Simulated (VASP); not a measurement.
All values below come from PBEsol GGA, VASP's PBE PAW potentials (set 64) (plane waves; VASP).

The input files of a VASP run:

### KPOINTS
```
kpoints
0
gamma
  12 12 7
```

**INCAR**
```
EDIFFG = -0.01
LASPH = T   # aspherical one-centre terms
LWAVE = F
NELM = 100   # most electronic steps
LCHARG = F
PREC = Accurate
ISIF = 3   # ions, shape and volume
GGA = PS   # PBEsol
LMAXMIX = 4   # l cut-off of mixed one-centre charges
IBRION = 2
EDIFF = 1E-6
SYSTEM = Sc
LREAL = F   # projection in real space or not
ISMEAR = 1   # Methfessel-Paxton
ALGO = Normal   # blocked Davidson
SIGMA = 0.1   # width (eV)
ENCUT = 400   # plane-wave cut-off (eV)
NSW = 60   # most ionic steps
```

**POSCAR**
```
Sc
1
    1.6372567983    -2.8358118760     0.0000000000
    1.6372567983     2.8358118760     0.0000000000
   -0.0000000000    -0.0000000000     5.0847007232
Sc
2
Direct
  0.3333330000   0.6666670000   0.2500000000
  0.6666670000   0.3333330000   0.7500000000
```

POTCAR, in this order: Sc_sv (PBE.64 set). Program: vasp_std.

Output of the run:

OUTCAR:
```
 ion  position               nearest neighbor table
   1  0.333  0.667  0.250-   2 3.17   2 3.17   2 3.17   2 3.17   2 3.17   2 3.17
   2  0.667  0.333  0.750-   1 3.17   1 3.17   1 3.17   1 3.17   1 3.17   1 3.17
  LATTYP: Found a hexagonal cell.
 ALAT       =     3.2745135241
 C/A-ratio  =     1.5528110315
 Subroutine PRICEL returns:
 Original cell was already a primitive cell.
 Subroutine GETGRP returns: Found 24 space group operations
The static configuration has the point symmetry D_3d.
 The point group associated with its full space group is D_6h.
The dynamic configuration has the point symmetry D_3d.
 Subroutine INISYM returns: Found 24 space group operations
 Subroutine IBZKPT returns following result:
 Found     76 irreducible k-points:

 Following reciprocal coordinates:
            Coordinates               Weight
  0.000000  0.000000  0.000000      1.000000
  0.083333  0.000000  0.000000      6.000000
  0.166667 -0.000000  0.000000      6.000000
  0.250000 -0.000000  0.000000      6.000000
  0.333333  0.000000  0.000000      6.000000
  0.416667 -0.000000  0.000000      6.000000
  0.500000 -0.000000  0.000000      3.000000
...
```

OSZICAR:
```
       N       E                     dE             d eps       ncg     rms          rms(c)
DAV:   1     0.344048851238E+03    0.34405E+03   -0.99597E+03  2304   0.129E+03
DAV:   2     0.523613585901E+01   -0.33881E+03   -0.33385E+03  3053   0.653E+02
DAV:   3    -0.143455935223E+02   -0.19582E+02   -0.19018E+02  3772   0.171E+02
DAV:   4    -0.146906299702E+02   -0.34504E+00   -0.25793E+00  3483   0.196E+01
DAV:   5    -0.146947363461E+02   -0.41064E-02   -0.40990E-02  3712   0.229E+00    0.825E+00
DAV:   6    -0.133993947312E+02    0.12953E+01   -0.29402E+00  2868   0.225E+01    0.246E+00
DAV:   7    -0.132243282264E+02    0.17507E+00   -0.74436E-01  2952   0.103E+01    0.835E-01
DAV:   8    -0.132124429925E+02    0.11885E-01   -0.26075E-02  3085   0.241E+00    0.232E-01
DAV:   9    -0.132112135372E+02    0.12295E-02   -0.66476E-03  3029   0.992E-01    0.186E-02
DAV:  10    -0.132112280220E+02   -0.14485E-04   -0.91489E-05  3760   0.145E-01    0.652E-03
DAV:  11    -0.132112264488E+02    0.15732E-05   -0.15207E-06  2341   0.195E-02    0.193E-03
DAV:  12    -0.132112271334E+02   -0.68461E-06   -0.39399E-07  1812   0.130E-02
   1 F= -.13211227E+02 E0= -.13211102E+02  d E =-.132112E+02
       N       E                     dE             d eps       ncg     rms          rms(c)
DAV:   1    -0.132114753682E+02   -0.24892E-03   -0.13125E-02  2841   0.239E+00    0.108E-01
DAV:   2    -0.132113012343E+02    0.17413E-03   -0.12461E-03  3403   0.679E-01    0.448E-02
DAV:   3    -0.132112612304E+02    0.40004E-04   -0.12155E-04  3804   0.157E-01    0.169E-02
DAV:   4    -0.132112582789E+02    0.29515E-05   -0.79980E-06  3180   0.390E-02    0.390E-03
DAV:   5    -0.132112583262E+02   -0.47364E-07   -0.66929E-07  1610   0.159E-02
   2 F= -.13211258E+02 E0= -.13211136E+02  d E =-.311928E-04
```

### OUTCAR
```
------------------------ aborting loop because EDIFF is reached ----------------------------------------
  FORCE on cell =-STRESS in cart. coord.  units (eV):
  Direction    XX          YY          ZZ          XY          YZ          ZX
  --------------------------------------------------------------------------------------
  Total        0.0100333      0.0100333     -0.0084224     -0.0000000     -0.0000000     -0.0000000
  in kB        0.3401459      0.3401459     -0.2855360     -0.0000000     -0.0000000     -0.0000000
  external PRESSURE =       0.1315853 kB  Pullay stress =       0.0000000 kB
  volume of cell :       47.26
      direct lattice vectors                 reciprocal lattice vectors
     1.638336253 -2.837681546 -0.000000000     0.305187656 -0.176200180  0.000000000
     1.638336253  2.837681546  0.000000000     0.305187656  0.176200180  0.000000000
    -0.000000000  0.000000000  5.082662535    -0.000000000 -0.000000000  0.196747274
 POSITION                                       TOTAL-FORCE (eV/Angst)
 -----------------------------------------------------------------------------------
      1.63834      0.94590      1.27067        -0.000000      0.000000      0.000000
      1.63834     -0.94590      3.81200         0.000000     -0.000000     -0.000000
 -----------------------------------------------------------------------------------
    total drift:                                0.000000      0.000682     -0.000014
  FREE ENERGIE OF THE ION-ELECTRON SYSTEM (eV)
  ---------------------------------------------------
  free  energy   TOTEN  =       -13.2112583262 eV

  energy  without entropy=      -13.2108910974  energy(sigma->0) =      -13.21113592

 reached required accuracy - stopping structural energy minimisation
```
(Selected blocks of OUTCAR.)

### CONTCAR
```
Sc
   1.00000000000000
     1.6383362526072229   -2.8376815455390210   -0.0000000000000000
     1.6383362526072229    2.8376815455390210    0.0000000000000000
    -0.0000000000000000    0.0000000000000000    5.0826625349975760
  Sc
     2
Direct
     0.3333330000000032    0.6666669999999968    0.2500000000000000
     0.6666669999999968    0.3333330000000032    0.7500000000000000
```

The compound is Sc in the hcp structure. This run relaxes it. Symmetry was kept, so distortions that lower it aren't found. The start is the result of an earlier pass.
